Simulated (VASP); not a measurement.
OSZICAR of a VASP run on NiO (space group Fm-3m):

File OSZICAR:
```
       N       E                     dE             d eps       ncg     rms          rms(c)
DAV:   1     0.845599140752E+02    0.84560E+02   -0.82195E+03  2532   0.159E+03
DAV:   2    -0.840959550416E+01   -0.92970E+02   -0.82661E+02  2679   0.286E+02
DAV:   3    -0.137651421249E+02   -0.53555E+01   -0.52066E+01  2754   0.768E+01
DAV:   4    -0.138215467416E+02   -0.56405E-01   -0.56378E-01  2735   0.784E+00
DAV:   5    -0.138227516106E+02   -0.12049E-02   -0.12049E-02  2699   0.118E+00    0.151E+01
DAV:   6    -0.127045032741E+02    0.11182E+01   -0.20829E+01  2699   0.900E+01    0.189E+01
DAV:   7    -0.114783725626E+02    0.12261E+01   -0.62968E+00  2833   0.713E+01    0.604E+00
DAV:   8    -0.114731744410E+02    0.51981E-02   -0.39307E-01  2863   0.986E+00    0.375E+00
DAV:   9    -0.114678332953E+02    0.53411E-02   -0.39716E-02  3558   0.385E+00    0.108E+00
DAV:  10    -0.114688080581E+02   -0.97476E-03   -0.50941E-03  2685   0.959E-01    0.358E-01
DAV:  11    -0.114700657726E+02   -0.12577E-02   -0.66748E-04  3189   0.533E-01    0.438E-01
DAV:  12    -0.114707813232E+02   -0.71555E-03   -0.81690E-04  2975   0.756E-01    0.279E-01
DAV:  13    -0.114703693307E+02    0.41199E-03   -0.31375E-03  3254   0.156E+00    0.201E-01
DAV:  14    -0.114706231802E+02   -0.25385E-03   -0.13504E-03  2812   0.106E+00    0.586E-02
DAV:  15    -0.114707143484E+02   -0.91168E-04   -0.14759E-04  2944   0.249E-01    0.980E-03
DAV:  16    -0.114707140819E+02    0.26649E-06   -0.84649E-06  2413   0.318E-02
   1 F= -.12001503E+02 E0= -.12000773E+02  d E =-.120015E+02  mag=     1.7378
       N       E                     dE             d eps       ncg     rms          rms(c)
DAV:   1    -0.114948251903E+02   -0.24111E-01   -0.31638E-01  2559   0.996E+00    0.107E+00
DAV:   2    -0.114779487907E+02    0.16876E-01   -0.66317E-02  2744   0.609E+00    0.709E-01
DAV:   3    -0.114761865404E+02    0.17623E-02   -0.94849E-03  3357   0.275E+00    0.405E-01
DAV:   4    -0.114757469249E+02    0.43962E-03   -0.13431E-03  3504   0.858E-01    0.120E-01
DAV:   5    -0.114756231806E+02    0.12374E-03   -0.20267E-04  3551   0.224E-01    0.860E-02
DAV:   6    -0.114755810312E+02    0.42149E-04   -0.67656E-05  2919   0.109E-01    0.341E-02
DAV:   7    -0.114755792321E+02    0.17991E-05   -0.15022E-05  3411   0.708E-02    0.167E-02
DAV:   8    -0.114755806586E+02   -0.14265E-05   -0.21565E-06  2032   0.203E-02    0.511E-03
DAV:   9    -0.114755807759E+02   -0.11732E-06   -0.43541E-07  1222   0.123E-02
   2 F= -.12001697E+02 E0= -.12000992E+02  d E =-.194151E-03  mag=     1.7663
       N       E                     dE             d eps       ncg     rms          rms(c)
DAV:   1    -0.114776135488E+02   -0.20329E-02   -0.63041E-02  2569   0.444E+00    0.477E-01
DAV:   2    -0.114742042352E+02    0.34093E-02   -0.13028E-02  2729   0.265E+00    0.309E-01
DAV:   3    -0.114738783982E+02    0.32584E-03   -0.17935E-03  3370   0.120E+00    0.184E-01
DAV:   4    -0.114737878493E+02    0.90549E-04   -0.26291E-04  3522   0.389E-01    0.535E-02
DAV:   5    -0.114737629968E+02    0.24852E-04   -0.42175E-05  3546   0.104E-01    0.388E-02
DAV:   6    -0.114737563955E+02    0.66013E-05   -0.13266E-05  2911   0.484E-02    0.152E-02
DAV:   7    -0.114737560731E+02    0.32238E-06   -0.26127E-06  2398   0.308E-02
   3 F= -.12002008E+02 E0= -.12001300E+02  d E =-.505562E-03  mag=     1.7546
```

Task: Which electronic solver shows in the log?

Result: It is blocked Davidson (ALGO = Normal, or the opening steps of other solvers). The INCAR had ALGO = Normal.

Task: How was spin treated?

Result: Collinear spin (ISPIN = 2): the summary line carries one mag value, 1.75 μB in the cell.

Task: Can the final energy be trusted as converged?

Result: The calculation finished and met its thresholds. It stopped with EDIFF = 1E-6, NELM = 100, NSW = 60 and EDIFFG = -0.01 after 3 ionic steps (PBE GGA with D3 dispersion (Becke-Johnson damping), plane waves, VASP's PBE PAW potentials (set 64)). The moments were started parallel, and other spin orders were not tried in this run.

The structure comes from a measured NiO entry (Fm-3m) of the Crystallography Open Database, whose conditions weren't checked. This run relaxes it. Symmetry was kept, so distortions that lower it aren't found.
